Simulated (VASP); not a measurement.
Crystal: Al.

```
Al
1.0
     0.00000    2.02481    2.02481
     2.02481    0.00000    2.02481
     2.02481    2.02481    0.00000
Al
1
Direct
  0.00000 0.00000 0.00000
```

```yaml
Program: VASP 6.6.1
Task: relaxation of cell and atoms
Functional: PBEsol
Potentials_or_basis: VASP PAW PBE potentials, release 64 (Al)
Cutoff: 600 eV
k_mesh: 16 × 16 × 16
Occupations: methfessel-paxton, width 0.1 eV
Spin: no spin polarisation
```

At the start: pressure -2.0 GPa; volume 16.60 Å³/atom.

Problem. Where does the relaxation end?

Solution. Over 3 steps the energy falls by 2.7 meV/atom and the volume is 16.19 Å³/atom (-2.5 %); space group Fm-3m (No. 225, to 0.05 Å).

Step by step:
```
step  energy change (eV)  largest force (eV/Å)  pressure (GPa)  volume (Å³)
   1              0.0000                0.0000           -2.01        16.60
   2             -0.0026                0.0000            0.43        16.11
   3             -0.0027                0.0000            0.00        16.19
```

Final structure:
```yaml
crystal:
  lattice:
    - [0.00000, 2.00782, 2.00782]
    - [2.00782, 0.00000, 2.00782]
    - [2.00782, 2.00782, 0.00000]
  atoms:
    - { symbol: Al, position: [0.00000, 0.00000, 0.00000] }
```

Caveat: the PAW data sets were made with another functional, which shifts forces and pressure a little.
